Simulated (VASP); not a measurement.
Input:

```yaml
crystal:
  lattice:
    - [2.17280, 1.25447, 3.67977]
    - [-2.17280, 1.25447, 3.67977]
    - [0.00000, -2.50893, 3.67977]
  atoms:
    - { symbol: Sb, position: [0.23680, 0.23680, 0.23680] }
    - { symbol: Sb, position: [0.76320, 0.76320, 0.76320] }
```

Calculation: SCAN meta-GGA, VASP's PBE PAW potentials (set 64) (plane waves; VASP 6.6.1). Numerical set-up: 400 eV cut-off, 12×12×12 Γ-centred mesh, tetrahedra with Blöchl corrections, potentials Sb.

**Question.** Give the energies of bands 2 to 8 at the high-symmetry points, in eV from the Fermi level.

**Answer.** 
```csv
band,Γ,T,H2,L,S0,F
2,-4.65,-9.22,-9.13,-9.77,-9.12,-7.86
3,-1.71,-0.92,-4.87,-1.43,-5.20,-5.45
4,-1.58,-0.92,-4.76,-1.27,-2.98,-3.59
5,-1.58,-0.25,-0.24,-0.02,-2.65,-3.55
6,2.69,0.11,0.80,0.10,3.17,2.13
7,3.16,0.11,5.23,0.48,3.72,5.45
8,3.16,1.32,5.30,0.55,4.66,5.90
```

It has no gap at this level: it comes out as a metal or semimetal.

The structure comes from a measured Sb entry (R-3m) of the Crystallography Open Database, whose conditions weren't checked. It was relaxed first.
